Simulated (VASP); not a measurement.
Computed with PBE GGA, VASP's PBE PAW potentials (set 64) (plane waves; VASP 6.6.1).

A VASP calculation is set up with these files.

INCAR:
```
SYSTEM = Zn
PREC = Accurate
ENCUT = 500
EDIFF = 1E-6
NELM = 100
ALGO = Normal
LREAL = .FALSE.
LASPH = .TRUE.
ISMEAR = 1
SIGMA = 0.1
GGA = PE
LMAXMIX = 4
LWAVE = .FALSE.
LCHARG = .FALSE.
IBRION = 2
ISIF = 3
NSW = 40
EDIFFG = -0.02
PSTRESS = 450
```

KPOINTS:
```
Automatic mesh
0
Gamma
16 16 9
0 0 0
```

File POSCAR:
```
Zn
1
    1.2636856246    -2.1887761237    -0.0000000000
    1.2636856246     2.1887761237     0.0000000000
   -0.0000000000     0.0000000000     4.0446216833
Zn
2
Direct
  0.3333330000   0.6666670000   0.2500000000
  0.6666670000   0.3333330000   0.7500000000
```

POTCAR, in this order: Zn (PBE.64 set). Program: vasp_std.

**Question.** What will the output report for the number of irreducible k-points (NKPTS), largest plane-wave count, number of space-group operations, FFT grid (NGX, NGY, NGZ)?

**Answer.** 
| Item | Result |
|---|---|
| number of irreducible k-points (NKPTS) | 150 |
| largest plane-wave count | 582 |
| number of space-group operations | 24 |
| FFT grid (NGX, NGY, NGZ) | 18 × 18 × 30 |

The compound is Zn in the hcp structure. This run relaxes it under an external pressure of 45 GPa. Symmetry was kept, so distortions that lower it aren't found.
